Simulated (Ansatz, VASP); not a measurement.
# MnNi3: VASP beside Ansatz

One calculation is typed for both programs; each brings its own data sets and cutoff. How far apart do they land?

Main program and level: Ansatz 0.2.0; plane waves, with VASP 6.6.1 beside it; relaxation of cell and atoms at PBEsol.

### 1. Starting point

It takes space group Pm-3m (No. 221, cubic). The conventional cell has a = 3.500 Å, b = 3.500 Å, c = 3.500 Å, α = 90.00°, β = 90.00°, γ = 90.00°. Nearest to Ni lie 8 Ni at 2.47 Å and 4 Mn at 2.47 Å. Nearest to Mn lie 12 Ni at 2.47 Å. Farther neighbours are not listed.

### 2. VASP: relaxation of cell and atoms, PBEsol

The relaxed volume is the usual yardstick between codes: its relative difference is about their pressure difference at one cell divided by the bulk modulus.

Lines of VASP's logs that name or quote its potential files are left out, and so is its time.

File INCAR:

```
SYSTEM = MnNi3
PREC = Accurate
ENCUT = 360
EDIFF = 1E-06
NELM = 120
ISMEAR = 1
SIGMA = 0.15
LREAL = .FALSE.
ALGO = Normal
GGA = PS
NBANDS = 31
ISPIN = 2
MAGMOM = 1 1 1 4
LMAXMIX = 4
LORBIT = 11
LWAVE = .FALSE.
LCHARG = .FALSE.
KPAR = 3
IBRION = 2
NSW = 30
ISIF = 3
EDIFFG = -0.02
POTIM = 0.4
```

File POSCAR:

```
MnNi3
1.0
    3.5001297764      0.0000000000      0.0000000000
    0.0000000000      3.5001297764      0.0000000000
    0.0000000000      0.0000000000      3.5001297764
Ni Mn
3 1
Direct
    0.5000000000      0.5000000000      0.0000000000
    0.5000000000      0.0000000000      0.5000000000
    0.0000000000      0.5000000000      0.5000000000
    0.0000000000      0.0000000000      0.0000000000
```

File KPOINTS:

```
Automatic mesh
0
Gamma
7 7 7
0 0 0
```

Potentials, in the order of the species: Ni and Mn (PBE family, release 64).

On the command line:

```bash
$ mpirun -np 3 vasp_std
```

Numbers of over 12 decimals in the logs are rounded to 6 here.

The log of the run:

```text
[banner, memory and clock lines left out]
running    3 mpi-ranks, on    1 nodes
 distrk:  each k-point on    1 cores,    3 groups
 distr:  one band on    1 cores,    1 groups

 POSCAR found type information on POSCAR NiMn
 POSCAR found :  2 types and       4 ions
|                                                                             |
|               ----> ADVICE to this user running VASP <----                  |
|                                                                             |
|     You enforced a specific xc type in the INCAR file but a different       |
|     [... a line on the potential file left out ...]
|     I HOPE YOU KNOW WHAT YOU ARE DOING!                                     |
|                                                                             |

 LDA part: xc-table for (Slater+PW92), standard interpolation
 POSCAR, INCAR and KPOINTS ok, starting setup
 FFT: planning ... GRIDC
 FFT: planning ... GRID_SOFT
 FFT: planning ... GRID
 WAVECAR not read
 entering main loop
       N       E                     dE             d eps       ncg     rms          rms(c)
DAV:   1     0.195336292451E+03    0.19534E+03   -0.12734E+04  2712   0.130E+03
DAV:   2    -0.208275736868E+02   -0.21616E+03   -0.20170E+03  2494   0.274E+02
DAV:   3    -0.328185610906E+02   -0.11991E+02   -0.11503E+02  2830   0.874E+01
DAV:   4    -0.330082414464E+02   -0.18968E+00   -0.18953E+00  2982   0.114E+01
DAV:   5    -0.330176887911E+02   -0.94473E-02   -0.94469E-02  3659   0.228E+00    0.231E+01
DAV:   6    -0.301609730971E+02    0.28567E+01   -0.26014E+01  2837   0.807E+01    0.175E+01
DAV:   7    -0.348372137836E+02   -0.46762E+01   -0.37348E+01  3630   0.834E+01    0.386E+01
DAV:   8    -0.283101158622E+02    0.65271E+01   -0.55453E+00  3182   0.729E+01    0.449E+00
DAV:   9    -0.284237046727E+02   -0.11359E+00   -0.45225E-01  3576   0.653E+00    0.260E+00
DAV:  10    -0.284618798123E+02   -0.38175E-01   -0.36657E-02  3890   0.251E+00    0.220E+00
DAV:  11    -0.284609321271E+02    0.94769E-03   -0.20821E-02  3659   0.261E+00    0.151E+00
DAV:  12    -0.284598989001E+02    0.10332E-02   -0.60911E-03  3274   0.167E+00    0.590E-01
DAV:  13    -0.284595596126E+02    0.33929E-03   -0.14903E-03  3879   0.519E-01    0.138E-01
DAV:  14    -0.284595334181E+02    0.26195E-04   -0.10352E-04  3017   0.102E-01    0.945E-02
DAV:  15    -0.284595628036E+02   -0.29386E-04   -0.38007E-05  3597   0.119E-01    0.245E-02
DAV:  16    -0.284595635006E+02   -0.69700E-06   -0.55666E-06  2919   0.254E-02
   1 F= -.28459564E+02 E0= -.28459482E+02  d E =-.284596E+02  mag=     4.5539
 curvature:   0.00 expect dE= 0.000E+00 dE for cont linesearch  0.000E+00
 trial: gam= 0.00000 g(F)=  0.000E+00 g(S)=  0.520E-04 ort = 0.000E+00 (trialstep = 0.100E+01)
 search vector abs. value=  0.520E-04
 reached required accuracy - stopping structural energy minimisation
```

From OUTCAR (step 2):

```text
ion  position               nearest neighbor table
   1  0.500  0.500  0.000-   2 2.47   3 2.47   4 2.47   2 2.47   3 2.47   2 2.47   4 2.47   2 2.47
                             3 2.47   4 2.47   3 2.47   4 2.47
   2  0.500  0.000  0.500-   1 2.47   3 2.47   4 2.47   1 2.47   4 2.47   1 2.47   3 2.47   1 2.47
                             3 2.47   4 2.47   4 2.47   3 2.47
   3  0.000  0.500  0.500-   1 2.47   2 2.47   4 2.47   1 2.47   4 2.47   2 2.47   4 2.47   4 2.47
                             1 2.47   2 2.47   1 2.47   2 2.47
   4  0.000  0.000  0.000-   1 2.47   2 2.47   3 2.47   2 2.47   3 2.47   1 2.47   3 2.47   3 2.47
                             1 2.47   2 2.47   2 2.47   1 2.47

  LATTYP: Found a simple cubic cell.
 ALAT       =     3.5001297764

 Subroutine GETGRP returns: Found 48 space group operations
 (whereof 48 operations were pure point group operations)

The static configuration has the point symmetry O_h .

 Found     20 irreducible k-points:

   k-points           NKPTS =     20   k-points in BZ     NKDIM =     20   number of bands    NBANDS=     31

   dimension x,y,z NGX =    24 NGY =   24 NGZ =   24
   dimension x,y,z NGXF=    48 NGYF=   48 NGZF=   48

   ENCUT  =  360.0 eV  26.46 Ry    5.14 a.u.   5.41  5.41  5.41*2*pi/ulx,y,z

   NELECT =      37.0000    total number of electrons

 k-points in reciprocal lattice and weights: Automatic mesh
   0.00000000  0.00000000  0.00000000       0.003
   0.14285714  0.00000000  0.00000000       0.017
   0.28571429  0.00000000  0.00000000       0.017
   0.42857143  0.00000000  0.00000000       0.017
   0.14285714  0.14285714  0.00000000       0.035
   0.28571429  0.14285714  0.00000000       0.070
   0.42857143  0.14285714  0.00000000       0.070
   0.28571429  0.28571429  0.00000000       0.035
   0.42857143  0.28571429  0.00000000       0.070
[...]
0.42857143  0.42857143  0.28571429       0.070
   0.42857143  0.42857143  0.42857143       0.023

 average (electrostatic) potential at core
       1 -82.2298       2 -82.2298       3 -82.2298       4 -40.3659

 E-fermi :   8.8141

 spin component 1
 k-point     1 :       0.0000    0.0000    0.0000
  band No.  band energies     occupation
    ...
     14       8.4568      1.00193
     15       8.4568      1.00193
     16       8.4568      1.00193
     17       8.6869      1.00133
     18       8.6869      1.00133
     19       9.0652     -0.01970
     20       9.0652     -0.01970
     21       9.0652     -0.01970
     22      11.3583     -0.00000
     23      11.3583     -0.00000
    ...

 k-point     2 :       0.1429    0.0000    0.0000
  band No.  band energies     occupation
    ...
     16       8.4572      1.00195
     17       8.5527      1.01673
     18       8.6055      1.03211
     19       8.7036      0.97210
     20       8.7036      0.97210
     21       9.0639     -0.02007
     22      10.2104     -0.00000
     23      12.2231      0.00000
     24      12.2231      0.00000
     25      18.5885      0.00000
    ...

 k-point     3 :       0.2857    0.0000    0.0000
  band No.  band energies     occupation
    ...
     17       8.2295      1.00000
     18       8.2295      1.00000
     19       8.4178      1.00060
     20       8.4289      1.00085
     21       8.4577      1.00198
     22       9.0609     -0.02097
     23      13.9052      0.00000
     24      13.9052      0.00000
     25      18.7802      0.00000
     26      18.9526      0.00000
    ...

 k-point     4 :       0.4286    0.0000    0.0000
  band No.  band energies     occupation
    ...
     17       7.7203      1.00000
     18       7.8950      1.00000
     19       7.9922      1.00000
     20       8.2503      1.00000
     21       8.4581      1.00200
     22       9.0588     -0.02163
     23      15.8870      0.00000
     24      15.8870      0.00000
     25      18.0565      0.00000
     26      18.0565      0.00000
    ...

 k-point     5 :       0.1429    0.1429    0.0000
  band No.  band energies     occupation
    ...
     16       8.0901      1.00000
     17       8.3426      1.00004
     18       8.4915      1.00477
     19       8.5206      1.00917
     20       8.6788      1.01168
     21       8.9017      0.08731
     22      10.9612     -0.00000
     23      11.1931     -0.00000
     24      12.8943      0.00000
     25      18.7109      0.00000
    ...

 k-point     6 :       0.2857    0.1429    0.0000
  band No.  band energies     occupation
    ...
     16       7.8757      1.00000
     17       8.1712      1.00000
     18       8.1743      1.00000
     19       8.3213      1.00002
     20       8.4054      1.00040
     21       8.8564      0.27132
     22       9.3870     -0.00000
     23      12.5422      0.00000
     24      14.4049      0.00000
     25      17.7551      0.00000
    ...

  Total        0.0423753      0.0423753      0.0423753      0.0000000      0.0000000      0.0000000
  in kB        1.5833292      1.5833292      1.5833292      0.0000000      0.0000000      0.0000000
  external PRESSURE =       1.5833292 kB  Pullay stress =       0.0000000 kB

  energy-cutoff  :      360.00
  volume of cell :       42.88
      direct lattice vectors                 reciprocal lattice vectors
     3.500129776  0.000000000  0.000000000     0.285703692  0.000000000  0.000000000
     0.000000000  3.500129776  0.000000000     0.000000000  0.285703692  0.000000000
     0.000000000  0.000000000  3.500129776     0.000000000  0.000000000  0.285703692

 POSITION                                       TOTAL-FORCE (eV/Angst)
 -----------------------------------------------------------------------------------
      1.75006      1.75006      0.00000         0.000000      0.000000      0.000000
      1.75006      0.00000      1.75006         0.000000      0.000000      0.000000
      0.00000      1.75006      1.75006         0.000000      0.000000      0.000000
      0.00000      0.00000      0.00000         0.000000      0.000000      0.000000
 -----------------------------------------------------------------------------------
    total drift:                                0.000000     -0.000000     -0.000000

  FREE ENERGIE OF THE ION-ELECTRON SYSTEM (eV)
  ---------------------------------------------------
  free  energy   TOTEN  =       -28.4595635006 eV

  energy  without entropy=      -28.4593199060  energy(sigma->0) =      -28.45948230

 reached required accuracy - stopping structural energy minimisation

 total charge
# of ion       s       p       d       tot
------------------------------------------
    1        0.532   0.559   8.333   9.424
    2        0.532   0.559   8.333   9.424
    3        0.532   0.559   8.333   9.424
    4        0.386   0.399   5.023   5.807
--------------------------------------------------
tot          1.983   2.075  30.021  34.079

 magnetization (x)
# of ion       s       p       d       tot
------------------------------------------
    1       -0.019  -0.032   0.541   0.490
    2       -0.019  -0.032   0.541   0.490
    3       -0.019  -0.032   0.541   0.490
    4        0.013   0.013   3.001   3.026
--------------------------------------------------
tot         -0.045  -0.084   4.624   4.496

[... 6 further parts left out ...]
```

The k-mesh is coarse for a metal. LASPH is off, so gradient terms of the non-spherical density inside the spheres are left out; for open d or f shells this can shift gaps and moments. The data set Mn keeps the semicore shell frozen, which is cheaper and a little less accurate.

(Continued in part 2 of 2.)

[Lines on the potential files, build, host, timing and source positions are cut from VASP's logs without a mark.]

[Logs are printed without paths, hosts, clocks, repeated set-up lines and the standing remarks that a program may print on its own settings, such as how far it seeks lower states.]

[Hosts, paths, dates, database ids (printed as entryN), source tags and the programs' standing remarks are cut or masked in the printed files.]
